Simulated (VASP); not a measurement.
Here is the system:

```
WS2
1.0
    1.60879    -2.78650     0.00000
    1.60879     2.78650     0.00000
    0.00000     0.00000    12.45415
W S
2 4
Direct
  0.33333   0.66667   0.25000
  0.66667   0.33333   0.75000
  0.33333   0.66667   0.87889
  0.66667   0.33333   0.37889
  0.66667   0.33333   0.12111
  0.33333   0.66667   0.62111
```

Level of theory: PBE GGA with D4 dispersion, VASP's PBE PAW potentials (set 64) (plane waves; VASP 6.6.1). Numerical set-up: 520 eV cut-off, 8×8×2 Γ-centred mesh, Gaussian smearing of 0.050 eV, potentials W_sv S.

**Question.** The ions and cell shape at fixed volume are relaxed. Predict the relaxed structure.

**Answer.** 
```
WS2
1.0
    1.58709    -2.74893     0.00000
    1.58709     2.74893     0.00000
    0.00000     0.00000    12.79696
W S
2 4
Direct
  0.33333   0.66667   0.25000
  0.66667   0.33333   0.75000
  0.33333   0.66667   0.87289
  0.66667   0.33333   0.37289
  0.66667   0.33333   0.12711
  0.33333   0.66667   0.62711
```
Space group P6_3/mmc (194), at a tolerance of 0.03 Å.

**Question.** How much energy does the relaxation gain?

**Answer.** The energy (σ→0) changes by -22.0 meV/atom, in 10 ionic steps.

The compound is WS2 in the 2H layered structure. This cell is one point of a volume scan, at 1.06 of the reference volume. Symmetry was kept, so distortions that lower it aren't found.
